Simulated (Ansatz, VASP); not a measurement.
# ZnGeW (ZnGeW in the AlB2 type): VASP beside Ansatz, part 2 of 2

Aim: how closely do two programs agree when they are given the same cell, functional and k mesh? The cell is generated by rule, not measured, and may not be a known phase. The cell is taken from a series of runs on this material, whose earlier steps may have relaxed, scaled, displaced or heated it; both programs get it as it stands.

VASP 6.6.1 and Ansatz 0.2.0.

So far: Set-up; Ansatz: relaxation of cell and atoms, PBEsol, pair 1; VASP: relaxation of cell and atoms, PBEsol, pair 1; Comparison.

## Step 5: VASP: relaxation of cell and atoms, PBEsol, pair 2

Level of this step: PBEsol; plane waves and PAW (W, Ge_d, Zn); invented cell (VASP).

The relaxed volume is the usual yardstick between codes: in a stiff, nearly cubic crystal its relative difference is about their pressure difference at one cell divided by the bulk modulus.

File INCAR:

```
SYSTEM = ZnGeW
PREC = Accurate
ENCUT = 600
EDIFF = 1E-07
NELM = 120
ISMEAR = 0
SIGMA = 0.1
LREAL = .FALSE.
ALGO = Normal
GGA = PS
NBANDS = 22
LASPH = .TRUE.
LORBIT = 11
LWAVE = .FALSE.
LCHARG = .FALSE.
ISIF = 3
IBRION = 2
NSW = 80
EDIFFG = -0.005
GGA_COMPAT = .FALSE.
NELMIN = 4
KPAR = 2
```

File POSCAR:

```
ZnGeW
1.0
    4.4093450000      0.0000000000      0.0000000000
   -2.2046730000      3.8186050000      0.0000000000
    0.0000000000      0.0000000000      2.6066700000
W Ge Zn
1 1 1
Direct
    0.0000000000      0.0000000000      0.0000000000
    0.3333334526      0.6666667540      0.5000000000
    0.6666667742      0.3333332460      0.5000000000
```

File KPOINTS:

```
Automatic mesh
0
Gamma
9 9 12
0 0 0
```

Potentials, in the order of the species: W, Ge_d and Zn (PBE family, release 64).

The run is started by

```console
$ mpirun -np 2 vasp_std
```

Numbers of over 12 decimals in the logs are rounded to 6 here.

Output:

```text
[banner, memory and clock lines left out]
running    2 mpi-ranks, on    1 nodes
[...]
[... a notice as in an earlier step ...]

 LDA part: xc-table for (Slater+PW92), standard interpolation
 POSCAR, INCAR and KPOINTS ok, starting setup
[...]
entering main loop
       N       E                     dE             d eps       ncg     rms          rms(c)
DAV:   1     0.222893006544E+03    0.22289E+03   -0.16680E+04  4168   0.361E+03
DAV:   2     0.107142181906E+02   -0.21218E+03   -0.20146E+03  3744   0.631E+02
DAV:   3    -0.191606901365E+02   -0.29875E+02   -0.28947E+02  4314   0.157E+02
DAV:   4    -0.201411128682E+02   -0.98042E+00   -0.97591E+00  4130   0.309E+01
[...]
DAV:  12    -0.192199365585E+02    0.81908E-06   -0.15712E-05  5122   0.605E-02    0.133E-02
DAV:  13    -0.192199371382E+02   -0.57963E-06   -0.17900E-06  4932   0.188E-02    0.179E-03
DAV:  14    -0.192199371376E+02    0.53478E-09   -0.11051E-07  2864   0.331E-03
   1 F= -.19219937E+02 E0= -.19215006E+02  d E =-.192199E+02
[...]
DAV:   4    -0.192201521036E+02    0.70330E-04   -0.18799E-04  4780   0.211E-01    0.207E-02
DAV:   5    -0.192201496629E+02    0.24407E-05   -0.24069E-05  4482   0.571E-02    0.120E-02
DAV:   6    -0.192201492673E+02    0.39560E-06   -0.24772E-06  4560   0.203E-02    0.333E-03
DAV:   7    -0.192201491736E+02    0.93691E-07   -0.27541E-07  3004   0.108E-02
   2 F= -.19220149E+02 E0= -.19215097E+02  d E =-.212036E-03
 trial-energy change:   -0.000212  1 .order   -0.000213   -0.000467    0.000042
 step:   0.9183(harm=  0.9183)  dis= 0.00000  next Energy=   -19.220152 (dE=-0.214E-03)
[...]
N       E                     dE             d eps       ncg     rms          rms(c)
DAV:   1    -0.192201660941E+02   -0.16827E-04   -0.32307E-04  4356   0.200E-01    0.252E-02
DAV:   2    -0.192201550968E+02    0.10997E-04   -0.21733E-05  4396   0.886E-02    0.144E-02
DAV:   3    -0.192201505952E+02    0.45015E-05   -0.54677E-06  5346   0.390E-02    0.536E-03
DAV:   4    -0.192201501170E+02    0.47819E-06   -0.12887E-06  4744   0.174E-02    0.168E-03
DAV:   5    -0.192201500704E+02    0.46629E-07   -0.14347E-07  2538   0.478E-03
   3 F= -.19220150E+02 E0= -.19215109E+02  d E =-.212933E-03
[...]
reached required accuracy - stopping structural energy minimisation
```

OUTCAR, selected parts (step 5):

```text
  Total       -0.0005849     -0.0005849      0.0073248      0.0000000      0.0000000     -0.0000000
  in kB       -0.0213787     -0.0213787      0.2677087      0.0000000      0.0000000     -0.0000000
  external PRESSURE =       0.0749837 kB  Pullay stress =       0.0000000 kB

 POSITION                                       TOTAL-FORCE (eV/Angst)
 -----------------------------------------------------------------------------------
      0.00000      0.00000      0.00000        -0.000000      0.000000      0.000000
      0.00000      2.54220      1.30539         0.000000      0.000000      0.000000
      2.20161      1.27110      1.30539        -0.000000     -0.000000     -0.000000
 -----------------------------------------------------------------------------------
    total drift:                               -0.000262     -0.000111      0.000000

  FREE ENERGIE OF THE ION-ELECTRON SYSTEM (eV)
  ---------------------------------------------------
  free  energy   TOTEN  =       -19.2201500704 eV

  energy  without entropy=      -19.2100676792  energy(sigma->0) =      -19.21510887

[... 2 parts as in an earlier step ...]

[... 2 further parts left out ...]
[key lines of the parts left out:]
E-fermi :   7.2914
```

## Step 6: Ansatz: relaxation of cell and atoms, PBEsol, pair 2

The same cell, functional, mesh and smearing now go to Ansatz, which takes its cutoff from its data sets.

The cell is taken from a series of runs on this material, whose earlier steps may have relaxed, scaled, displaced or heated it; both programs get it as it stands.

File input.yaml:

```yaml
crystal:
  lattice:
    - [4.4093453179, 0.0, 0.0]
    - [-2.204672659, 3.8186050594, 0.0]
    - [0.0, 0.0, 2.6066699228]
  atoms:
    - { symbol: W, position: [0.0, 0.0, 0.0] }
    - { symbol: Ge, position: [0.3333333333, 0.6666666667, 0.5] }
    - { symbol: Zn, position: [0.6666666667, 0.3333333333, 0.5] }
kpoints:
  mp_grid: { grid: [9, 9, 12] }
hamiltonian:
  xc: pbesol
  pseudopotentials: { kind: paw, azcp: { folder: soft_1 }, xc_functional: pbe }
scf:
  occupations: { method: gaussian, width: 0.1 }
output:
  forces: true
  stress: true
  eigenvalues: true
relax:
  adjacent_minimum: "off"
  f_tol: 0.005
  max_steps: 80
  cell: { stress_tol: 0.05 }
```

The run is started by

```console
$ ansatz run input.yaml --threads 4 --pin off --max-ram 12288MiB --backend cpu --events-out ev --progress --plain --runs-dir out
```

Output:

```text
[...]
Crystal: 3 atoms, lattice volume = 43.890 Å³
Basis set: ecut = 420 eV, 879 PW (Γ), exchange–correlation on 60×60×36 points (8 copies of the dense FFT grid, shifted against one another)
Bands: 24, of which v1, the nominal top of the filled ones, is band 20 counted from 1 (19 counted from 0)
Symmetry: 12 space group operations
[...]
k-points: 84 of 972 (time reversal used)
[...]
--- Relaxed structure (3 steps of the walk, 3 accepted, 1 SCFs on fresh bases) ---
[...]
cell:  # Å, volume = 43.9609 Å³
    - [4.403189, 2.882719732180732e-11, 2.466093032927533e-19]
    - [-2.201594, 3.813273, -1.2330465164777473e-19]
    - [1.4578786809072553e-19, 0, 2.618188]
  atoms:
    - { symbol: W, position: [0, 0, 0] }
    - { symbol: Ge, position: [0.333333, 0.666667, 0.500000] }
    - { symbol: Zn, position: [0.666667, 0.333333, 0.500000] }
[key lines of the parts left out:]
SCF converged after 8 iterations
Free energy (F): -17790.821751 eV
Fermi energy:    17.093772 eV
P = ⅓ Tr σ = 0.0149 GPa (0.149 kbar)
```

## Step 7: Side by side

What differs besides the data sets and the points named for the pairs above, as far as they apply: the data sets hold 40 valence electrons in Ansatz (on its PAW soft_1 files) and 32 in VASP. Total energies have different zeros and are not compared.

Compared:

```
                                         quantity  Ansatz   VASP  difference
                                      volume (Å³)   43.96  43.84     +0.28 %
edge a after relaxation, in the typed setting (Å)   4.403  4.403     +0.00 %
edge c after relaxation, in the typed setting (Å)   2.618  2.611     +0.28 %
```

## Step 8: Ansatz: zone-centre phonons, PBEsol

Second derivatives magnify differences that forces hide, and they need a tight electronic threshold.

The cell is taken from a series of runs on this material, whose earlier steps may have relaxed, scaled, displaced or heated it; both programs get it as it stands.

File input.yaml:

```yaml
crystal:
  lattice:
    - [4.4025267916, 0.0, 0.0]
    - [-2.2012633958, 3.8127000424, 0.0]
    - [0.0, 0.0, 2.6186214389]
  atoms:
    - { symbol: W, position: [0.0, 0.0, 0.0] }
    - { symbol: Ge, position: [0.3333333333, 0.6666666667, 0.5] }
    - { symbol: Zn, position: [0.6666666667, 0.3333333333, 0.5] }
kpoints:
  mp_grid: { grid: [4, 4, 6] }
hamiltonian:
  xc: pbesol
  pseudopotentials: { kind: paw, azcp: { folder: soft_1 }, xc_functional: pbe }
scf:
  occupations: { method: methfessel_paxton, width: 0.2 }
output:
  eigenvalues: true
phonons:
  method: dfpt
  qmesh: [2, 2, 2]
  temperatures: { t_max: 1000, t_step: 50 }
  qpath:
    path:
      - [[0.0, 0.0, 0.0], [0.5, 0.0, 0.0], [0.33333333, 0.33333333, 0.0], [0.0, 0.0, 0.0], [0.0, 0.0, 0.5], [0.5, 0.0, 0.5], [0.33333333, 0.33333333, 0.5], [0.0, 0.0, 0.5]]
      - [[0.5, 0.0, 0.5], [0.5, 0.0, 0.0]]
      - [[0.33333333, 0.33333333, 0.5], [0.33333333, 0.33333333, 0.0]]
    npoints: 10
```

Output:

```text
[...]
largest difference from the sums on the solved wave vectors: F 1.80e-1 eV, S 2.57e-4 and C_V 7.72e-5 eV/K
  zero-point energy: 0.072810 eV/cell   skipped modes (ω ≤ 0): 293, of them read as no rigid motion or as one in doubt: 290 (6.089e-1 modes/cell left out, lowest -90.12 cm⁻¹)   left out of the sums: 6.77e-2 of the cell's modes: C_V's classical limit lies that fraction below 3 k_B per atom; for a crystal, a wire or a layer, F and S can be off by more, and a phonons.interpolated_qmesh denser along its periods is the remedy for the sampling
[key lines of the parts left out:]
SCF converged after 11 iterations
Free energy (F): -17790.807607 eV
Fermi energy:    17.104084 eV
```

## Step 9: VASP: zone-centre phonons, PBEsol

The same cell, functional, mesh and smearing now go to VASP, with its own data sets.

File INCAR:

```
SYSTEM = ZnGeW
PREC = Accurate
ENCUT = 600
EDIFF = 1E-08
NELM = 120
ISMEAR = 1
SIGMA = 0.2
LREAL = .FALSE.
ALGO = Normal
GGA = PS
NBANDS = 22
LASPH = .TRUE.
LORBIT = 11
LWAVE = .FALSE.
LCHARG = .FALSE.
ISIF = 2
IBRION = 8
GGA_COMPAT = .FALSE.
KPAR = 2
```

File POSCAR:

```
ZnGeW
1.0
    4.4025267916      0.0000000000      0.0000000000
   -2.2012633958      3.8127000424      0.0000000000
    0.0000000000      0.0000000000      2.6186214389
W Ge Zn
1 1 1
Direct
    0.0000000000      0.0000000000      0.0000000000
    0.3333333333      0.6666666667      0.5000000000
    0.6666666667      0.3333333333      0.5000000000
```

File KPOINTS:

```
Automatic mesh
0
Gamma
4 4 6
0 0 0
```

The run is started by

```console
$ mpirun -np 2 vasp_std
```

Output:

```text
[... set-up lines as in an earlier step ...]
 entering main loop
       N       E                     dE             d eps       ncg     rms          rms(c)
DAV:   1     0.218242704352E+03    0.21824E+03   -0.16620E+04   790   0.360E+03
DAV:   2     0.904397767408E+01   -0.20920E+03   -0.19882E+03   710   0.600E+02
DAV:   3    -0.192256334709E+02   -0.28270E+02   -0.27392E+02   836   0.156E+02
DAV:   4    -0.201108970612E+02   -0.88526E+00   -0.88015E+00   794   0.298E+01
[...]
DAV:  15    -0.192065302290E+02    0.25012E-07   -0.39135E-08   790   0.317E-03    0.715E-04
DAV:  16    -0.192065302183E+02    0.10620E-07   -0.64451E-09   424   0.130E-03    0.755E-05
DAV:  17    -0.192065302170E+02    0.13715E-08   -0.98996E-10   388   0.246E-04
   1 F= -.19206530E+02 E0= -.19207755E+02  d E =0.367362E-02
 Linear response reoptimize wavefunctions to high precision
DAV:   1    -0.192065302159E+02    0.10605E-08   -0.15351E-10   388   0.183E-04
DAV:   2    -0.192065302159E+02   -0.12733E-10   -0.40824E-11   370   0.523E-05
 Linear response DOF=           6
 Linear response progress:
[...]
RMM:   9    -0.213558586168E+00    0.18830E-06   -0.96739E-09  3720   0.998E-05    0.889E-06
RMM:  10    -0.213558535504E+00    0.50664E-07   -0.95031E-09  3686   0.466E-05    0.344E-06
RMM:  11    -0.213558540657E+00   -0.51535E-08   -0.87603E-09  3548   0.246E-05    0.127E-06
 first order change of Fermi-energy  -0.80467E-05
 force on displaced ion       3 direction 1 :  -8.250   0.004   0.000
 Linear response progress:
  Degree of freedom:   6/  6
       N       E                     dE             d eps       ncg     rms          rms(c)
RMM:   1    -0.201516839988E+00   -0.20152E+00    0.30465E-02  1288   0.165E+00
RMM:   2    -0.201561835325E+00   -0.44995E-04   -0.13961E-03  1398   0.217E-01    0.472E-02
RMM:   3    -0.201337852231E+00    0.22398E-03   -0.58265E-05  1546   0.397E-02    0.275E-02
RMM:   4    -0.201115281654E+00    0.22257E-03   -0.36623E-05  1550   0.341E-02    0.289E-03
[...]
RMM:   9    -0.201127112076E+00    0.21350E-06   -0.11978E-09  1627   0.666E-05    0.701E-06
RMM:  10    -0.201127094064E+00    0.18012E-07   -0.40673E-09  1595   0.309E-05    0.191E-06
RMM:  11    -0.201127100397E+00   -0.63331E-08   -0.23765E-08  1281   0.162E-05    0.140E-06
 first order change of Fermi-energy  -0.24118E-04
 force on displaced ion       3 direction 3 :  -0.000   0.000  -1.537
 Linear response finished
```

From OUTCAR (step 9):

```text
  Total       -0.3715111     -0.3715111     -0.0695233      0.0000000      0.0000000      0.0000000
  in kB      -13.5417560    -13.5417560     -2.5341563      0.0000000      0.0000000      0.0000000
  external PRESSURE =      -9.8725561 kB  Pullay stress =       0.0000000 kB

 POSITION                                       TOTAL-FORCE (eV/Angst)
 -----------------------------------------------------------------------------------
      0.00000      0.00000      0.00000        -0.000000      0.000000      0.000000
     -0.00000      2.54180      1.30931        -0.000000      0.000000      0.000000
      2.20126      1.27090      1.30931         0.000000      0.000000      0.000000
 -----------------------------------------------------------------------------------
    total drift:                               -0.000002      0.000001     -0.000000

[... 2 further parts left out ...]
```

The k-mesh is coarse for a metal.

## Step 10: Side by side

What differs besides the data sets and the points named for the pairs above, as far as they apply: VASP's run holds the zone centre alone; the data sets hold 40 valence electrons in Ansatz (on its PAW soft_1 files) and 32 in VASP. Total energies have different zeros and are not compared.

Compared:

```
                                              quantity  Ansatz   VASP  difference
optical mode 1 (imaginary, printed as negative) (cm⁻¹)   -64.0  -63.2        -0.8
                                 optical mode 2 (cm⁻¹)    88.7   89.4     -0.80 %
                            optical mode 3 to 4 (cm⁻¹)   110.4  111.1     -0.59 %
                            optical mode 5 to 6 (cm⁻¹)   234.1  235.1     -0.43 %
```

Modes are paired by rising frequency, not by their patterns, so a pair may set unlike modes beside each other; they are those without the splitting of longitudinal modes.

## Step 11: What came out

```yaml
difference_in_volume_relaxation_of_cell_and_atoms_pbesol_pair_1: 0.28 %
difference_in_edge_c_after_relaxation_in_the_typed_setting_relaxation_of_cell_and_atoms_pbesol_pair_2: 0.28 %
r_m_s_difference_of_the_optical_zone_centre_modes_each_program_s_sorted_by_frequency_zone_centre_phonons_pbesol: 0.83 cm⁻¹
difference_in_optical_mode_2_zone_centre_phonons_pbesol: -0.8 %
```

In words: The difference in volume is 0.28 % (relaxation of cell and atoms, PBEsol, pair 1), within the 1.2 % picked in this series as the mark of a large difference, as far as the stopping tolerances let one tell. The data sets hold unlike numbers of valence electrons (40 in Ansatz and 32 in VASP), so part of the differences comes from the potentials. Among the rows given in per cent, the largest difference of the zone-centre phonons, PBEsol pair is in optical mode 2, -0.8 %. 1 further run of this series is not shown here. Such differences can come from data sets, numerical settings and the points named under the comparisons, not from the functional's error against experiment.

[Lines on the potential files, build, host, timing and source positions are cut from VASP's logs without a mark.]

[Logs are printed without paths, hosts, clocks, repeated set-up lines and the standing remarks that a program may print on its own settings, such as how far it seeks lower states.]

[Hosts, paths, dates, database ids (printed as entryN), source tags and the programs' standing remarks are cut or masked in the printed files.]
